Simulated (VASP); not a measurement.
Input:

```
CELL_PARAMETERS angstrom
      4.40843     0.00000     0.00000
      0.00000     4.40843     0.00000
      0.00000     0.00000     4.40843
ATOMIC_POSITIONS crystal
  Cs 0.00000 0.00000 0.00000
  I  0.50000 0.50000 0.50000
```

The numbers are results of LDA (Ceperley-Alder, Perdew-Zunger), VASP's LDA PAW potentials (set 64) (plane waves; VASP), not measurements. Numerical set-up: 500 eV cut-off, 6×6×6 Γ-centred mesh, Gaussian smearing of 0.050 eV, potentials Cs_sv I.

Energy and stress use the plane-wave basis of the starting cell.

Task: The ions, cell shape and volume at an external pressure of 5.0 GPa are relaxed. What does this cell relax into?

Result: 
```
CELL_PARAMETERS angstrom
      4.14668     0.00000     0.00000
      0.00000     4.14668     0.00000
      0.00000     0.00000     4.14668
ATOMIC_POSITIONS crystal
  Cs 0.00000 0.00000 0.00000
  I  0.50000 0.50000 0.50000
```
Space group Pm-3m (221), at a tolerance of 0.03 Å.

Task: How do energy and volume change from the first to the last step?

Result: The energy (σ→0) changes by +93.2 meV/atom and the volume by -16.8 %, in 3 ionic steps.

The compound is CsI in the CsCl type structure. This run relaxes it under an external pressure of 5 GPa. Symmetry was kept, so distortions that lower it aren't found.
